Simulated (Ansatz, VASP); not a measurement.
# AlNi: VASP beside Ansatz

Aim: how closely do two programs agree when they are given the same cell, functional and k mesh? The cell is taken from a series of runs on this material, whose earlier steps may have relaxed, scaled, displaced or heated it; both programs get it as it stands.

Main program and level: Ansatz 0.2.0; plane waves, with VASP 6.6.1 beside it; zone-centre phonons at PBEsol.

**1. Starting point**

Symmetry: Cmmm, No. 65, orthorhombic system. The conventional cell has a = 4.050 Å, b = 4.088 Å, c = 2.844 Å, α = 90.00°, β = 90.00°, γ = 90.00°. Nearest to Al lie 8 Ni at 2.47 to 2.49 Å. Nearest to Ni lie 8 Al at 2.47 to 2.49 Å. Farther neighbours are not listed.

Coordinates:

```xyz
2
Lattice="2.8772 0.0132 0.0000 0.0132 2.8772 0.0000 0.0000 0.0000 2.8441" Properties=species:S:1:pos:R:3 pbc="T T T"
Al    0.0000    0.0000    0.0000
Ni    1.4452    1.4452    1.4221
```

**2. VASP: zone-centre phonons, PBEsol**

Second derivatives magnify differences that forces hide, and they need a tight electronic threshold.

Lines of VASP's logs that name or quote its potential files are left out, and so is its time.

INCAR reads:

```
SYSTEM = AlNi
PREC = Accurate
ENCUT = 600
EDIFF = 1E-08
NELM = 120
ISMEAR = 1
SIGMA = 0.2
LREAL = .FALSE.
ALGO = Normal
GGA = PS
NBANDS = 12
LASPH = .TRUE.
LORBIT = 11
LWAVE = .FALSE.
LCHARG = .FALSE.
ISIF = 2
IBRION = 8
GGA_COMPAT = .FALSE.
KPAR = 2
```

POSCAR reads:

```
AlNi
1.0
    2.8771533505      0.0132031264      0.0000000000
    0.0132031264      2.8771533505      0.0000000000
    0.0000000000      0.0000000000      2.8441177733
Al Ni
1 1
Direct
    0.0000000000      0.0000000000      0.0000000000
    0.5000000000      0.5000000000      0.5000000000
```

KPOINTS reads:

```
Automatic mesh
0
Gamma
16 16 16
0 0 0
```

PAW data sets: Al and Ni (PBE family, release 64).

Started as:

```
$ mpirun -np 2 vasp_std
```

Numbers of over 12 decimals in the logs are rounded to 6 here.

What it wrote:

```text
[banner, memory and clock lines left out]
running    2 mpi-ranks, on    1 nodes
 distrk:  each k-point on    1 cores,    2 groups
 distr:  one band on    1 cores,    1 groups

 POSCAR found type information on POSCAR AlNi
 POSCAR found :  2 types and       2 ions
|                                                                             |
|               ----> ADVICE to this user running VASP <----                  |
|                                                                             |
|     You enforced a specific xc type in the INCAR file but a different       |
|     [... a line on the potential file left out ...]
|     I HOPE YOU KNOW WHAT YOU ARE DOING!                                     |
|                                                                             |

 LDA part: xc-table for (Slater+PW92), standard interpolation
 POSCAR, INCAR and KPOINTS ok, starting setup
 FFT: planning ... GRIDC
 FFT: planning ... GRID_SOFT
 FFT: planning ... GRID
 WAVECAR not read
 entering main loop
       N       E                     dE             d eps       ncg     rms          rms(c)
DAV:   1     0.442406355716E+02    0.44241E+02   -0.60923E+03 15876   0.127E+03
DAV:   2    -0.113937314066E+02   -0.55634E+02   -0.51397E+02 16148   0.208E+02
DAV:   3    -0.131955199081E+02   -0.18018E+01   -0.17769E+01 19052   0.437E+01
DAV:   4    -0.132209912516E+02   -0.25471E-01   -0.25459E-01 17596   0.466E+00
DAV:   5    -0.132217414935E+02   -0.75024E-03   -0.75022E-03 19140   0.891E-01    0.128E+01
DAV:   6    -0.152356973754E+02   -0.20140E+01   -0.54607E+01 17488   0.117E+02    0.162E+01
DAV:   7    -0.116154125918E+02    0.36203E+01   -0.15697E+01 17652   0.695E+01    0.114E+00
DAV:   8    -0.116002556811E+02    0.15157E-01   -0.37544E-01 19264   0.721E+00    0.100E+00
DAV:   9    -0.115857292403E+02    0.14526E-01   -0.47352E-02 19132   0.313E+00    0.215E-01
DAV:  10    -0.115852032761E+02    0.52596E-03   -0.21252E-03 19276   0.691E-01    0.750E-02
DAV:  11    -0.115852056348E+02   -0.23587E-05   -0.68113E-05 19776   0.737E-02    0.252E-02
DAV:  12    -0.115852043041E+02    0.13308E-05   -0.45015E-06 21832   0.345E-02    0.416E-03
DAV:  13    -0.115852039077E+02    0.39636E-06   -0.24770E-07 24016   0.553E-03    0.175E-03
DAV:  14    -0.115852039072E+02    0.49431E-09   -0.22658E-08 12432   0.139E-03
   1 F= -.11585204E+02 E0= -.11585510E+02  d E =0.918288E-03
 Linear response reoptimize wavefunctions to high precision
DAV:   1    -0.115852039261E+02   -0.18857E-07   -0.82008E-09 17524   0.149E-03
DAV:   2    -0.115852039261E+02   -0.12278E-10   -0.84515E-11  9048   0.888E-05
 Linear response DOF=           4
 Linear response progress:
  Degree of freedom:   1/  4
       N       E                     dE             d eps       ncg     rms          rms(c)
RMM:   1    -0.582288476204E-02   -0.58229E-02    0.31205E-03 63271   0.641E-01
RMM:   2    -0.554575263064E-02    0.27713E-03   -0.12069E-04 42618   0.229E-01    0.591E-02
RMM:   3    -0.553834092853E-02    0.74117E-05   -0.10427E-04 45810   0.813E-02    0.294E-02
RMM:   4    -0.561156175129E-02   -0.73221E-04   -0.42303E-05 45724   0.494E-02    0.602E-03
RMM:   5    -0.561683305449E-02   -0.52713E-05   -0.24571E-06 46591   0.117E-02    0.171E-03
RMM:   6    -0.561736886129E-02   -0.53581E-06   -0.12071E-07 45513   0.302E-03    0.907E-04
RMM:   7    -0.561733438321E-02    0.34478E-07   -0.15038E-08 43349   0.150E-03    0.656E-04
RMM:   8    -0.561723626946E-02    0.98114E-07   -0.33881E-09 48747   0.464E-04    0.236E-04
RMM:   9    -0.561750634267E-02   -0.27007E-06   -0.51403E-10 49006   0.140E-04    0.754E-06
RMM:  10    -0.561747265065E-02    0.33692E-07    0.58794E-11 49525   0.486E-05    0.107E-05
RMM:  11    -0.561749221053E-02   -0.19560E-07   -0.49901E-11 49323   0.207E-05    0.348E-06
RMM:  12    -0.561749064930E-02    0.15612E-08   -0.34298E-11 49790   0.942E-06    0.602E-07
 first order change of Fermi-energy   0.81978E-04
 force on displaced ion       1 direction 1 :  -6.153   0.266   0.000
 Linear response progress:
  Degree of freedom:   2/  4
       N       E                     dE             d eps       ncg     rms          rms(c)
RMM:   1    -0.562261627025E-02   -0.56226E-02    0.21308E-03 35357   0.621E-01
RMM:   2    -0.535242767296E-02    0.27019E-03   -0.13482E-04 24031   0.220E-01    0.572E-02
RMM:   3    -0.534740105317E-02    0.50266E-05   -0.94088E-05 25684   0.772E-02    0.289E-02
RMM:   4    -0.541864242625E-02   -0.71241E-04   -0.39230E-05 25670   0.475E-02    0.585E-03
RMM:   5    -0.542368913465E-02   -0.50467E-05   -0.21237E-06 26125   0.112E-02    0.181E-03
RMM:   6    -0.542448335484E-02   -0.79422E-06   -0.10034E-07 25119   0.298E-03    0.881E-04
RMM:   7    -0.542445444534E-02    0.28910E-07   -0.16798E-08 24054   0.153E-03    0.592E-04
RMM:   8    -0.542433715665E-02    0.11729E-06   -0.29296E-09 27299   0.463E-04    0.241E-04
RMM:   9    -0.542461535954E-02   -0.27820E-06   -0.10066E-09 27333   0.139E-04    0.772E-06
RMM:  10    -0.542458769242E-02    0.27667E-07   -0.18400E-10 27737   0.468E-05    0.107E-05
RMM:  11    -0.542460229651E-02   -0.14604E-07   -0.14050E-10 27664   0.197E-05    0.395E-06
RMM:  12    -0.542460116245E-02    0.11341E-08   -0.10419E-10 27518   0.950E-06    0.377E-07
 first order change of Fermi-energy  -0.13058E-03
 force on displaced ion       1 direction 3 :  -0.000   0.000  -6.128
 Linear response progress:
  Degree of freedom:   3/  4
       N       E                     dE             d eps       ncg     rms          rms(c)
RMM:   1    -0.186504412349E+00   -0.18650E+00   -0.99140E-02 41494   0.266E+00
RMM:   2    -0.185096917911E+00    0.14075E-02   -0.16555E-03 41776   0.498E-01    0.130E-01
RMM:   3    -0.185104791988E+00   -0.78741E-05   -0.12386E-04 44560   0.958E-02    0.772E-02
RMM:   4    -0.185534711423E+00   -0.42992E-03   -0.18607E-04 48028   0.107E-01    0.539E-03
RMM:   5    -0.185513082301E+00    0.21629E-04   -0.33974E-06 49222   0.196E-02    0.345E-03
RMM:   6    -0.185506445705E+00    0.66366E-05   -0.22070E-07 45019   0.563E-03    0.248E-03
RMM:   7    -0.185494446940E+00    0.11999E-04   -0.91855E-08 47242   0.349E-03    0.470E-04
RMM:   8    -0.185488762059E+00    0.56849E-05   -0.11011E-08 50659   0.821E-04    0.653E-05
RMM:   9    -0.185488204959E+00    0.55710E-06   -0.27961E-09 51418   0.177E-04    0.130E-05
RMM:  10    -0.185488058562E+00    0.14640E-06   -0.23870E-09 51999   0.691E-05    0.879E-06
RMM:  11    -0.185488059109E+00   -0.54749E-09   -0.22905E-09 51765   0.408E-05    0.180E-06
 first order change of Fermi-energy  -0.72271E-03
 force on displaced ion       2 direction 1 :  -6.185   0.270   0.000
 Linear response progress:
  Degree of freedom:   4/  4
       N       E                     dE             d eps       ncg     rms          rms(c)
RMM:   1    -0.186024283604E+00   -0.18602E+00   -0.98553E-02 23316   0.266E+00
RMM:   2    -0.184696860734E+00    0.13274E-02   -0.16676E-03 23375   0.495E-01    0.130E-01
RMM:   3    -0.184686565328E+00    0.10295E-04   -0.12325E-04 25016   0.961E-02    0.768E-02
RMM:   4    -0.185094727256E+00   -0.40816E-03   -0.19205E-04 26815   0.109E-01    0.612E-03
RMM:   5    -0.185079737654E+00    0.14990E-04   -0.37720E-06 27323   0.215E-02    0.454E-03
RMM:   6    -0.185070128466E+00    0.96092E-05   -0.26279E-07 24546   0.663E-03    0.279E-03
RMM:   7    -0.185054440618E+00    0.15688E-04   -0.89326E-08 27356   0.294E-03    0.358E-04
RMM:   8    -0.185049925834E+00    0.45148E-05   -0.40471E-09 28574   0.582E-04    0.732E-05
RMM:   9    -0.185049479083E+00    0.44675E-06   -0.19893E-09 28408   0.207E-04    0.316E-05
RMM:  10    -0.185049008155E+00    0.47093E-06   -0.13091E-09 27880   0.879E-05    0.954E-06
RMM:  11    -0.185049067203E+00   -0.59047E-07   -0.13061E-09 28667   0.454E-05    0.168E-06
RMM:  12    -0.185049068606E+00   -0.14033E-08   -0.10241E-09 28809   0.263E-05    0.138E-06
 first order change of Fermi-energy   0.25759E-02
 force on displaced ion       2 direction 3 :   0.000   0.000  -6.154
 Linear response finished
```

OUTCAR, selected parts (step 2):

```text
ion  position               nearest neighbor table
   1  0.000  0.000  0.000-   2 2.47   2 2.47   2 2.47   2 2.47   2 2.49   2 2.49   2 2.49   2 2.49

  LATTYP: Found a base centered orthorhombic cell.
 ALAT       =     4.0502372489
 B/A-ratio  =     1.0092202206
 C/A-ratio  =     0.7022101666

 Subroutine GETGRP returns: Found  8 space group operations
 (whereof  8 operations were pure point group operations)

The static configuration has the point symmetry D_2h.

 Found    657 irreducible k-points:

   k-points           NKPTS =    657   k-points in BZ     NKDIM =    657   number of bands    NBANDS=     12

   dimension x,y,z NGX =    24 NGY =   24 NGZ =   24
   dimension x,y,z NGXF=    48 NGYF=   48 NGZF=   48

   ENCUT  =  600.0 eV  44.10 Ry    6.64 a.u.   5.75  5.75  5.68*2*pi/ulx,y,z

   NELECT =      13.0000    total number of electrons

 k-points in reciprocal lattice and weights: Automatic mesh
   0.00000000  0.00000000  0.00000000       0.000
   0.06250000  0.00000000  0.00000000       0.001
   0.12500000  0.00000000  0.00000000       0.001
   0.18750000  0.00000000  0.00000000       0.001
   0.25000000  0.00000000  0.00000000       0.001
   0.31250000 -0.00000000  0.00000000       0.001
   0.37500000  0.00000000  0.00000000       0.001
   0.43750000  0.00000000  0.00000000       0.001
   0.50000000  0.00000000  0.00000000       0.000
[...]
-0.43750000  0.43750000  0.50000000       0.000
   0.50000000  0.50000000  0.50000000       0.000

 average (electrostatic) potential at core
       1 -69.5848       2 -81.1537

  Total       -0.1480196     -0.1480196      0.0245745     -0.1682904      0.0000000      0.0000000
  in kB      -10.0731516    -10.0731516      1.6723610    -11.4526378      0.0000000      0.0000000
  external PRESSURE =      -6.1579807 kB  Pullay stress =       0.0000000 kB

  energy-cutoff  :      600.00
  volume of cell :       23.54
      direct lattice vectors                 reciprocal lattice vectors
     2.877153350  0.013203126  0.000000000     0.347573083 -0.001594997  0.000000000
     0.013203126  2.877153350  0.000000000    -0.001594997  0.347573083  0.000000000
     0.000000000  0.000000000  2.844117773     0.000000000  0.000000000  0.351602880

 POSITION                                       TOTAL-FORCE (eV/Angst)
 -----------------------------------------------------------------------------------
      0.00000      0.00000      0.00000         0.000000      0.000000      0.000000
      1.44518      1.44518      1.42206        -0.000000      0.000000      0.000000
 -----------------------------------------------------------------------------------
    total drift:                                0.000000      0.000000     -0.000000

 Eigenvectors and eigenvalues of the dynamical matrix
 ----------------------------------------------------

   1 f  =    9.220728 THz    57.935542 2PiTHz  307.570373 cm-1    38.133849 meV
             X         Y         Z           dx          dy          dz
      0.000000  0.000000  0.000000     0.584748   -0.584748    0.000000
      1.445178  1.445178  1.422059    -0.397580    0.397580   -0.000000

   2 f  =    9.007219 THz    56.594027 2PiTHz  300.448489 cm-1    37.250848 meV
             X         Y         Z           dx          dy          dz
      0.000000  0.000000  0.000000    -0.000000    0.000000    0.827129
      1.445178  1.445178  1.422059     0.000000   -0.000000   -0.562013

   3 f  =    8.829708 THz    55.478690 2PiTHz  294.527345 cm-1    36.516720 meV
             X         Y         Z           dx          dy          dz
      0.000000  0.000000  0.000000     0.584827    0.584827    0.000000
      1.445178  1.445178  1.422059    -0.397463   -0.397463    0.000000

   4 f/i=    0.008926 THz     0.056085 2PiTHz    0.297745 cm-1     0.036916 meV
             X         Y         Z           dx          dy          dz
      0.000000  0.000000  0.000000    -0.000000   -0.000000    0.562013
      1.445178  1.445178  1.422059    -0.000000   -0.000000    0.827129

   5 f/i=    0.009655 THz     0.060664 2PiTHz    0.322055 cm-1     0.039930 meV
             X         Y         Z           dx          dy          dz
      0.000000  0.000000  0.000000     0.397463    0.397463    0.000000
      1.445178  1.445178  1.422059     0.584827    0.584827    0.000000

   6 f/i=    0.011935 THz     0.074988 2PiTHz    0.398099 cm-1     0.049358 meV
             X         Y         Z           dx          dy          dz
      0.000000  0.000000  0.000000    -0.397580    0.397580    0.000000
      1.445178  1.445178  1.422059    -0.584748    0.584748    0.000000

 ELASTIC MODULI CONTR FROM IONIC RELAXATION (kBar)
 Direction    XX          YY          ZZ          XY          YZ          ZX
 --------------------------------------------------------------------------------
 XX           0.0000      0.0000      0.0000      0.0000      0.0000      0.0000
 YY           0.0000      0.0000      0.0000      0.0000      0.0000      0.0000
 ZZ           0.0000      0.0000      0.0000      0.0000      0.0000      0.0000
 XY           0.0000      0.0000      0.0000      0.0000      0.0000      0.0000
 YZ           0.0000      0.0000      0.0000      0.0000      0.0000      0.0000
 ZX           0.0000      0.0000      0.0000      0.0000      0.0000      0.0000
 --------------------------------------------------------------------------------
```

This run has no spin polarisation, so a moment on Ni, if there is one, isn't seen. Its electron count is odd, so without a moment it is a metal by construction.

[end of part 1 of 2]

[Lines on the potential files, build, host, timing and source positions are cut from VASP's logs without a mark.]

[Logs are printed without paths, hosts, clocks, repeated set-up lines and the standing remarks that a program may print on its own settings, such as how far it seeks lower states.]

[Hosts, paths, dates, database ids (printed as entryN), source tags and the programs' standing remarks are cut or masked in the printed files.]
